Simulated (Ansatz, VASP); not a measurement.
# Sn: VASP beside Ansatz, part 4 of 4

Aim: how closely do two programs agree when they are given the same cell, functional and k mesh? The structure shown is the end of the Ansatz relaxation below.

VASP 6.6.1 and Ansatz 0.2.0.

So far. Step 3 (VASP: single point, r2SCAN, pair 1): The run ends at a pressure of -1.61 GPa.

## Step 6: VASP: single point, r2SCAN, pair 2

Level of this step: r2SCAN; plane waves and PAW (Sn_d) (VASP).

The same cell, functional, mesh and smearing now go to VASP, with its own data sets.

INCAR reads:

```
SYSTEM = Sn
PREC = Accurate
ENCUT = 550
EDIFF = 1E-06
NELM = 120
ISMEAR = 0
SIGMA = 0.015
LREAL = .FALSE.
ALGO = Normal
METAGGA = R2SCAN
LASPH = .TRUE.
NBANDS = 20
LORBIT = 11
LWAVE = .FALSE.
LCHARG = .FALSE.
ISIF = 2
ISYM = 2
GGA_COMPAT = .FALSE.
LMIXTAU = .TRUE.
KPAR = 2
```

POSCAR reads:

```
Sn
1.0
   -0.0023995910      3.3471417508      3.3471417508
    3.3471417508     -0.0023995910      3.3471417508
    3.3471417508      3.3471417508     -0.0023995910
Sn
2
Direct
    0.4998956749      0.4998956749      0.4998956749
    0.7501043251      0.7501043251      0.7501043251
```

KPOINTS reads:

```
Points of the shifted mesh
1728
Reciprocal
 0.0416666667  0.0416666667  0.0416666667 1
 0.0416666667  0.0416666667  0.1250000000 1
 0.0416666667  0.0416666667  0.2083333333 1
 0.0416666667  0.0416666667  0.2916666667 1
 0.0416666667  0.0416666667  0.3750000000 1
 0.0416666667  0.0416666667  0.4583333333 1
 0.0416666667  0.0416666667  0.5416666667 1
 0.0416666667  0.0416666667  0.6250000000 1
 0.0416666667  0.0416666667  0.7083333333 1
 0.0416666667  0.0416666667  0.7916666667 1
 0.0416666667  0.0416666667  0.8750000000 1
 0.0416666667  0.0416666667  0.9583333333 1
 0.0416666667  0.1250000000  0.0416666667 1
 0.0416666667  0.1250000000  0.1250000000 1
 0.0416666667  0.1250000000  0.2083333333 1
 0.0416666667  0.1250000000  0.2916666667 1
 0.0416666667  0.1250000000  0.3750000000 1
 0.0416666667  0.1250000000  0.4583333333 1
 0.0416666667  0.1250000000  0.5416666667 1
 0.0416666667  0.1250000000  0.6250000000 1
 0.0416666667  0.1250000000  0.7083333333 1
 0.0416666667  0.1250000000  0.7916666667 1
 0.0416666667  0.1250000000  0.8750000000 1
 0.0416666667  0.1250000000  0.9583333333 1
 0.0416666667  0.2083333333  0.0416666667 1
 0.0416666667  0.2083333333  0.1250000000 1
 0.0416666667  0.2083333333  0.2083333333 1
 0.0416666667  0.2083333333  0.2916666667 1
 0.0416666667  0.2083333333  0.3750000000 1
 0.0416666667  0.2083333333  0.4583333333 1
 0.0416666667  0.2083333333  0.5416666667 1
 0.0416666667  0.2083333333  0.6250000000 1
 0.0416666667  0.2083333333  0.7083333333 1
 0.0416666667  0.2083333333  0.7916666667 1
 0.0416666667  0.2083333333  0.8750000000 1
 0.0416666667  0.2083333333  0.9583333333 1
 0.0416666667  0.2916666667  0.0416666667 1
 0.0416666667  0.2916666667  0.1250000000 1
 0.0416666667  0.2916666667  0.2083333333 1
 0.0416666667  0.2916666667  0.2916666667 1
 0.0416666667  0.2916666667  0.3750000000 1
 0.0416666667  0.2916666667  0.4583333333 1
 0.0416666667  0.2916666667  0.5416666667 1
 0.0416666667  0.2916666667  0.6250000000 1
 0.0416666667  0.2916666667  0.7083333333 1
 0.0416666667  0.2916666667  0.7916666667 1
 0.0416666667  0.2916666667  0.8750000000 1
 0.0416666667  0.2916666667  0.9583333333 1
 0.0416666667  0.3750000000  0.0416666667 1
 0.0416666667  0.3750000000  0.1250000000 1
 0.0416666667  0.3750000000  0.2083333333 1
 0.0416666667  0.3750000000  0.2916666667 1
 0.0416666667  0.3750000000  0.3750000000 1
 0.0416666667  0.3750000000  0.4583333333 1
 0.0416666667  0.3750000000  0.5416666667 1
 0.0416666667  0.3750000000  0.6250000000 1
 0.0416666667  0.3750000000  0.7083333333 1
 0.0416666667  0.3750000000  0.7916666667 1
 0.0416666667  0.3750000000  0.8750000000 1
 0.0416666667  0.3750000000  0.9583333333 1
 0.0416666667  0.4583333333  0.0416666667 1
 0.0416666667  0.4583333333  0.1250000000 1
 0.0416666667  0.4583333333  0.2083333333 1
 0.0416666667  0.4583333333  0.2916666667 1
 0.0416666667  0.4583333333  0.3750000000 1
 0.0416666667  0.4583333333  0.4583333333 1
 0.0416666667  0.4583333333  0.5416666667 1
 0.0416666667  0.4583333333  0.6250000000 1
 0.0416666667  0.4583333333  0.7083333333 1
 0.0416666667  0.4583333333  0.7916666667 1
 0.0416666667  0.4583333333  0.8750000000 1
 0.0416666667  0.4583333333  0.9583333333 1
 0.0416666667  0.5416666667  0.0416666667 1
 0.0416666667  0.5416666667  0.1250000000 1
 0.0416666667  0.5416666667  0.2083333333 1
 0.0416666667  0.5416666667  0.2916666667 1
 0.0416666667  0.5416666667  0.3750000000 1
 0.0416666667  0.5416666667  0.4583333333 1
 0.0416666667  0.5416666667  0.5416666667 1
 0.0416666667  0.5416666667  0.6250000000 1
 0.0416666667  0.5416666667  0.7083333333 1
 0.0416666667  0.5416666667  0.7916666667 1
 0.0416666667  0.5416666667  0.8750000000 1
 0.0416666667  0.5416666667  0.9583333333 1
 0.0416666667  0.6250000000  0.0416666667 1
 0.0416666667  0.6250000000  0.1250000000 1
 0.0416666667  0.6250000000  0.2083333333 1
 0.0416666667  0.6250000000  0.2916666667 1
 0.0416666667  0.6250000000  0.3750000000 1
 0.0416666667  0.6250000000  0.4583333333 1
 0.0416666667  0.6250000000  0.5416666667 1
 0.0416666667  0.6250000000  0.6250000000 1
 0.0416666667  0.6250000000  0.7083333333 1
 0.0416666667  0.6250000000  0.7916666667 1
 0.0416666667  0.6250000000  0.8750000000 1
 0.0416666667  0.6250000000  0.9583333333 1
 0.0416666667  0.7083333333  0.0416666667 1
 0.0416666667  0.7083333333  0.1250000000 1
 0.0416666667  0.7083333333  0.2083333333 1
 0.0416666667  0.7083333333  0.2916666667 1
 0.0416666667  0.7083333333  0.3750000000 1
 0.0416666667  0.7083333333  0.4583333333 1
 0.0416666667  0.7083333333  0.5416666667 1
 0.0416666667  0.7083333333  0.6250000000 1
 0.0416666667  0.7083333333  0.7083333333 1
 0.0416666667  0.7083333333  0.7916666667 1
 0.0416666667  0.7083333333  0.8750000000 1
 0.0416666667  0.7083333333  0.9583333333 1
 0.0416666667  0.7916666667  0.0416666667 1
 0.0416666667  0.7916666667  0.1250000000 1
 0.0416666667  0.7916666667  0.2083333333 1
 0.0416666667  0.7916666667  0.2916666667 1
[... 1390 lines left out ...]
 0.8750000000  0.4583333333  0.1250000000 1
 0.8750000000  0.4583333333  0.2083333333 1
 0.8750000000  0.4583333333  0.2916666667 1
 0.8750000000  0.4583333333  0.3750000000 1
 0.8750000000  0.4583333333  0.4583333333 1
 0.8750000000  0.4583333333  0.5416666667 1
 0.8750000000  0.4583333333  0.6250000000 1
 0.8750000000  0.4583333333  0.7083333333 1
 0.8750000000  0.4583333333  0.7916666667 1
 0.8750000000  0.4583333333  0.8750000000 1
 0.8750000000  0.4583333333  0.9583333333 1
 0.8750000000  0.5416666667  0.0416666667 1
 0.8750000000  0.5416666667  0.1250000000 1
 0.8750000000  0.5416666667  0.2083333333 1
 0.8750000000  0.5416666667  0.2916666667 1
 0.8750000000  0.5416666667  0.3750000000 1
 0.8750000000  0.5416666667  0.4583333333 1
 0.8750000000  0.5416666667  0.5416666667 1
 0.8750000000  0.5416666667  0.6250000000 1
 0.8750000000  0.5416666667  0.7083333333 1
 0.8750000000  0.5416666667  0.7916666667 1
 0.8750000000  0.5416666667  0.8750000000 1
 0.8750000000  0.5416666667  0.9583333333 1
 0.8750000000  0.6250000000  0.0416666667 1
 0.8750000000  0.6250000000  0.1250000000 1
 0.8750000000  0.6250000000  0.2083333333 1
 0.8750000000  0.6250000000  0.2916666667 1
 0.8750000000  0.6250000000  0.3750000000 1
 0.8750000000  0.6250000000  0.4583333333 1
 0.8750000000  0.6250000000  0.5416666667 1
 0.8750000000  0.6250000000  0.6250000000 1
 0.8750000000  0.6250000000  0.7083333333 1
 0.8750000000  0.6250000000  0.7916666667 1
 0.8750000000  0.6250000000  0.8750000000 1
 0.8750000000  0.6250000000  0.9583333333 1
 0.8750000000  0.7083333333  0.0416666667 1
 0.8750000000  0.7083333333  0.1250000000 1
 0.8750000000  0.7083333333  0.2083333333 1
 0.8750000000  0.7083333333  0.2916666667 1
 0.8750000000  0.7083333333  0.3750000000 1
 0.8750000000  0.7083333333  0.4583333333 1
 0.8750000000  0.7083333333  0.5416666667 1
 0.8750000000  0.7083333333  0.6250000000 1
 0.8750000000  0.7083333333  0.7083333333 1
 0.8750000000  0.7083333333  0.7916666667 1
 0.8750000000  0.7083333333  0.8750000000 1
 0.8750000000  0.7083333333  0.9583333333 1
 0.8750000000  0.7916666667  0.0416666667 1
 0.8750000000  0.7916666667  0.1250000000 1
 0.8750000000  0.7916666667  0.2083333333 1
 0.8750000000  0.7916666667  0.2916666667 1
 0.8750000000  0.7916666667  0.3750000000 1
 0.8750000000  0.7916666667  0.4583333333 1
 0.8750000000  0.7916666667  0.5416666667 1
 0.8750000000  0.7916666667  0.6250000000 1
 0.8750000000  0.7916666667  0.7083333333 1
 0.8750000000  0.7916666667  0.7916666667 1
 0.8750000000  0.7916666667  0.8750000000 1
 0.8750000000  0.7916666667  0.9583333333 1
 0.8750000000  0.8750000000  0.0416666667 1
 0.8750000000  0.8750000000  0.1250000000 1
 0.8750000000  0.8750000000  0.2083333333 1
 0.8750000000  0.8750000000  0.2916666667 1
 0.8750000000  0.8750000000  0.3750000000 1
 0.8750000000  0.8750000000  0.4583333333 1
 0.8750000000  0.8750000000  0.5416666667 1
 0.8750000000  0.8750000000  0.6250000000 1
 0.8750000000  0.8750000000  0.7083333333 1
 0.8750000000  0.8750000000  0.7916666667 1
 0.8750000000  0.8750000000  0.8750000000 1
 0.8750000000  0.8750000000  0.9583333333 1
 0.8750000000  0.9583333333  0.0416666667 1
 0.8750000000  0.9583333333  0.1250000000 1
 0.8750000000  0.9583333333  0.2083333333 1
 0.8750000000  0.9583333333  0.2916666667 1
 0.8750000000  0.9583333333  0.3750000000 1
 0.8750000000  0.9583333333  0.4583333333 1
 0.8750000000  0.9583333333  0.5416666667 1
 0.8750000000  0.9583333333  0.6250000000 1
 0.8750000000  0.9583333333  0.7083333333 1
 0.8750000000  0.9583333333  0.7916666667 1
 0.8750000000  0.9583333333  0.8750000000 1
 0.8750000000  0.9583333333  0.9583333333 1
 0.9583333333  0.0416666667  0.0416666667 1
 0.9583333333  0.0416666667  0.1250000000 1
 0.9583333333  0.0416666667  0.2083333333 1
 0.9583333333  0.0416666667  0.2916666667 1
 0.9583333333  0.0416666667  0.3750000000 1
 0.9583333333  0.0416666667  0.4583333333 1
 0.9583333333  0.0416666667  0.5416666667 1
 0.9583333333  0.0416666667  0.6250000000 1
 0.9583333333  0.0416666667  0.7083333333 1
 0.9583333333  0.0416666667  0.7916666667 1
 0.9583333333  0.0416666667  0.8750000000 1
 0.9583333333  0.0416666667  0.9583333333 1
 0.9583333333  0.1250000000  0.0416666667 1
 0.9583333333  0.1250000000  0.1250000000 1
 0.9583333333  0.1250000000  0.2083333333 1
 0.9583333333  0.1250000000  0.2916666667 1
 0.9583333333  0.1250000000  0.3750000000 1
 0.9583333333  0.1250000000  0.4583333333 1
 0.9583333333  0.1250000000  0.5416666667 1
 0.9583333333  0.1250000000  0.6250000000 1
 0.9583333333  0.1250000000  0.7083333333 1
 0.9583333333  0.1250000000  0.7916666667 1
 0.9583333333  0.1250000000  0.8750000000 1
 0.9583333333  0.1250000000  0.9583333333 1
 0.9583333333  0.2083333333  0.0416666667 1
 0.9583333333  0.2083333333  0.1250000000 1
 0.9583333333  0.2083333333  0.2083333333 1
 0.9583333333  0.2083333333  0.2916666667 1
 0.9583333333  0.2083333333  0.3750000000 1
 0.9583333333  0.2083333333  0.4583333333 1
 0.9583333333  0.2083333333  0.5416666667 1
 0.9583333333  0.2083333333  0.6250000000 1
 0.9583333333  0.2083333333  0.7083333333 1
 0.9583333333  0.2083333333  0.7916666667 1
 0.9583333333  0.2083333333  0.8750000000 1
 0.9583333333  0.2083333333  0.9583333333 1
 0.9583333333  0.2916666667  0.0416666667 1
 0.9583333333  0.2916666667  0.1250000000 1
 0.9583333333  0.2916666667  0.2083333333 1
 0.9583333333  0.2916666667  0.2916666667 1
 0.9583333333  0.2916666667  0.3750000000 1
 0.9583333333  0.2916666667  0.4583333333 1
 0.9583333333  0.2916666667  0.5416666667 1
 0.9583333333  0.2916666667  0.6250000000 1
 0.9583333333  0.2916666667  0.7083333333 1
 0.9583333333  0.2916666667  0.7916666667 1
 0.9583333333  0.2916666667  0.8750000000 1
 0.9583333333  0.2916666667  0.9583333333 1
 0.9583333333  0.3750000000  0.0416666667 1
 0.9583333333  0.3750000000  0.1250000000 1
 0.9583333333  0.3750000000  0.2083333333 1
 0.9583333333  0.3750000000  0.2916666667 1
 0.9583333333  0.3750000000  0.3750000000 1
 0.9583333333  0.3750000000  0.4583333333 1
 0.9583333333  0.3750000000  0.5416666667 1
 0.9583333333  0.3750000000  0.6250000000 1
 0.9583333333  0.3750000000  0.7083333333 1
 0.9583333333  0.3750000000  0.7916666667 1
 0.9583333333  0.3750000000  0.8750000000 1
 0.9583333333  0.3750000000  0.9583333333 1
 0.9583333333  0.4583333333  0.0416666667 1
 0.9583333333  0.4583333333  0.1250000000 1
 0.9583333333  0.4583333333  0.2083333333 1
 0.9583333333  0.4583333333  0.2916666667 1
 0.9583333333  0.4583333333  0.3750000000 1
 0.9583333333  0.4583333333  0.4583333333 1
 0.9583333333  0.4583333333  0.5416666667 1
 0.9583333333  0.4583333333  0.6250000000 1
 0.9583333333  0.4583333333  0.7083333333 1
 0.9583333333  0.4583333333  0.7916666667 1
 0.9583333333  0.4583333333  0.8750000000 1
 0.9583333333  0.4583333333  0.9583333333 1
 0.9583333333  0.5416666667  0.0416666667 1
 0.9583333333  0.5416666667  0.1250000000 1
 0.9583333333  0.5416666667  0.2083333333 1
 0.9583333333  0.5416666667  0.2916666667 1
 0.9583333333  0.5416666667  0.3750000000 1
 0.9583333333  0.5416666667  0.4583333333 1
 0.9583333333  0.5416666667  0.5416666667 1
 0.9583333333  0.5416666667  0.6250000000 1
 0.9583333333  0.5416666667  0.7083333333 1
 0.9583333333  0.5416666667  0.7916666667 1
 0.9583333333  0.5416666667  0.8750000000 1
 0.9583333333  0.5416666667  0.9583333333 1
 0.9583333333  0.6250000000  0.0416666667 1
 0.9583333333  0.6250000000  0.1250000000 1
 0.9583333333  0.6250000000  0.2083333333 1
 0.9583333333  0.6250000000  0.2916666667 1
 0.9583333333  0.6250000000  0.3750000000 1
 0.9583333333  0.6250000000  0.4583333333 1
 0.9583333333  0.6250000000  0.5416666667 1
 0.9583333333  0.6250000000  0.6250000000 1
 0.9583333333  0.6250000000  0.7083333333 1
 0.9583333333  0.6250000000  0.7916666667 1
 0.9583333333  0.6250000000  0.8750000000 1
 0.9583333333  0.6250000000  0.9583333333 1
 0.9583333333  0.7083333333  0.0416666667 1
 0.9583333333  0.7083333333  0.1250000000 1
 0.9583333333  0.7083333333  0.2083333333 1
 0.9583333333  0.7083333333  0.2916666667 1
 0.9583333333  0.7083333333  0.3750000000 1
 0.9583333333  0.7083333333  0.4583333333 1
 0.9583333333  0.7083333333  0.5416666667 1
 0.9583333333  0.7083333333  0.6250000000 1
 0.9583333333  0.7083333333  0.7083333333 1
 0.9583333333  0.7083333333  0.7916666667 1
 0.9583333333  0.7083333333  0.8750000000 1
 0.9583333333  0.7083333333  0.9583333333 1
 0.9583333333  0.7916666667  0.0416666667 1
 0.9583333333  0.7916666667  0.1250000000 1
 0.9583333333  0.7916666667  0.2083333333 1
 0.9583333333  0.7916666667  0.2916666667 1
 0.9583333333  0.7916666667  0.3750000000 1
 0.9583333333  0.7916666667  0.4583333333 1
 0.9583333333  0.7916666667  0.5416666667 1
 0.9583333333  0.7916666667  0.6250000000 1
 0.9583333333  0.7916666667  0.7083333333 1
 0.9583333333  0.7916666667  0.7916666667 1
 0.9583333333  0.7916666667  0.8750000000 1
 0.9583333333  0.7916666667  0.9583333333 1
 0.9583333333  0.8750000000  0.0416666667 1
 0.9583333333  0.8750000000  0.1250000000 1
 0.9583333333  0.8750000000  0.2083333333 1
 0.9583333333  0.8750000000  0.2916666667 1
 0.9583333333  0.8750000000  0.3750000000 1
 0.9583333333  0.8750000000  0.4583333333 1
 0.9583333333  0.8750000000  0.5416666667 1
 0.9583333333  0.8750000000  0.6250000000 1
 0.9583333333  0.8750000000  0.7083333333 1
 0.9583333333  0.8750000000  0.7916666667 1
 0.9583333333  0.8750000000  0.8750000000 1
 0.9583333333  0.8750000000  0.9583333333 1
 0.9583333333  0.9583333333  0.0416666667 1
 0.9583333333  0.9583333333  0.1250000000 1
 0.9583333333  0.9583333333  0.2083333333 1
 0.9583333333  0.9583333333  0.2916666667 1
 0.9583333333  0.9583333333  0.3750000000 1
 0.9583333333  0.9583333333  0.4583333333 1
 0.9583333333  0.9583333333  0.5416666667 1
 0.9583333333  0.9583333333  0.6250000000 1
 0.9583333333  0.9583333333  0.7083333333 1
 0.9583333333  0.9583333333  0.7916666667 1
 0.9583333333  0.9583333333  0.8750000000 1
 0.9583333333  0.9583333333  0.9583333333 1
```

PAW data sets: Sn_d (PBE family, release 64).

On the command line:

```
mpirun -np 2 vasp_std
```

Numbers of over 12 decimals in the logs are rounded to 6 here.

Output:

```text
[banner, memory and clock lines left out]
running    2 mpi-ranks, on    1 nodes
[...]
[... a notice as in an earlier step ...]

 LDA part: xc-table for (None), standard interpolation
 POSCAR, INCAR and KPOINTS ok, starting setup
[...]
entering main loop
       N       E                     dE             d eps       ncg     rms          rms(c)
DAV:   1     0.185717234816E+03    0.18572E+03   -0.15818E+04 69424   0.208E+03
DAV:   2    -0.288012484985E+02   -0.21452E+03   -0.21068E+03 69276   0.460E+02
DAV:   3    -0.528669326913E+02   -0.24066E+02   -0.23917E+02 78868   0.149E+02
DAV:   4    -0.536720350999E+02   -0.80510E+00   -0.80459E+00 78248   0.304E+01
[...]
DAV:  16    -0.494665399105E+02   -0.25266E-04   -0.16906E-05 69144   0.359E-02    0.112E-03
DAV:  17    -0.494665518933E+02   -0.11983E-04   -0.32108E-06 61184   0.195E-02    0.150E-03
DAV:  18    -0.494665519180E+02   -0.24684E-07   -0.12480E-07 49196   0.453E-03
   1 F= -.49466552E+02 E0= -.49466542E+02  d E =-.207549E-04
```

From OUTCAR (step 6):

```text
  Total       -1.0551279     -1.0551279     -1.0551279      0.0000278      0.0000278      0.0000278
  in kB      -22.5162790    -22.5162790    -22.5162790      0.0005927      0.0005927      0.0005927
  external PRESSURE =     -22.5162790 kB  Pullay stress =       0.0000000 kB

 POSITION                                       TOTAL-FORCE (eV/Angst)
 -----------------------------------------------------------------------------------
      3.34524      3.34524      3.34524        -0.000013     -0.000013     -0.000013
      5.01961      5.01961      5.01961         0.000013      0.000013      0.000013
 -----------------------------------------------------------------------------------
    total drift:                               -0.000000     -0.000000     -0.000000

  FREE ENERGIE OF THE ION-ELECTRON SYSTEM (eV)
  ---------------------------------------------------
  free  energy   TOTEN  =       -49.4665519180 eV

  energy  without entropy=      -49.4665311631  energy(sigma->0) =      -49.46654154

[... 1 part as in an earlier step ...]

[... 2 further parts left out ...]
[key lines of the parts left out:]
E-fermi :   4.5877
```

The run ends at a pressure of -2.25 GPa.

## Step 7: Comparison

The two programs side by side:

| quantity | Ansatz | VASP | difference |
| --- | --- | --- | --- |
| pressure (GPa) | -2.16 | -2.25 | +0.09 |

## Step 8: Summary of results

| Property | Result |
| --- | --- |
| difference in pressure (single point, r2SCAN, pair 1) | 0.083 GPa |
| difference in pressure (single point, r2SCAN, pair 2) | 0.089 GPa |

**Reading.** The difference in pressure is 0.089 GPa (single point, r2SCAN, pair 2), within the 1 GPa picked in this series as the mark of a large difference. Such differences can come from data sets, numerical settings and the points named under the comparisons, not from the functional's error against experiment.

[Lines on the potential files, build, host, timing and source positions are cut from VASP's logs without a mark.]

[Logs are printed without paths, hosts, clocks, repeated set-up lines and the standing remarks that a program may print on its own settings, such as how far it seeks lower states.]

[Hosts, paths, dates, database ids (printed as entryN), source tags and the programs' standing remarks are cut or masked in the printed files.]
